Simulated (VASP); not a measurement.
Data:

```xyz
1
Lattice="0.0000 1.9705 1.9705 1.9705 0.0000 1.9705 1.9705 1.9705 0.0000" Properties=species:S:1:pos:R:3 pbc="T T T"
Al     0.0000     0.0000     0.0000
```

Level of theory: PBE GGA with D4 dispersion, VASP's PBE PAW potentials (set 64) (plane waves; VASP). Settings: 520 eV cut-off, 16×16×16 Γ-centred mesh, first-order Methfessel-Paxton smearing of 0.10 eV, potentials Al.

Task: Give the stress tensor in GPa (positive for a compressed cell).

Result: 
```
3.20  0.00  0.00
0.00  3.20  0.00
0.00  0.00  3.20
```
The pressure is its mean diagonal, 3.20 GPa.

The compound is Al in the fcc structure. This cell is one point of a volume scan, at 0.97 of the reference volume.
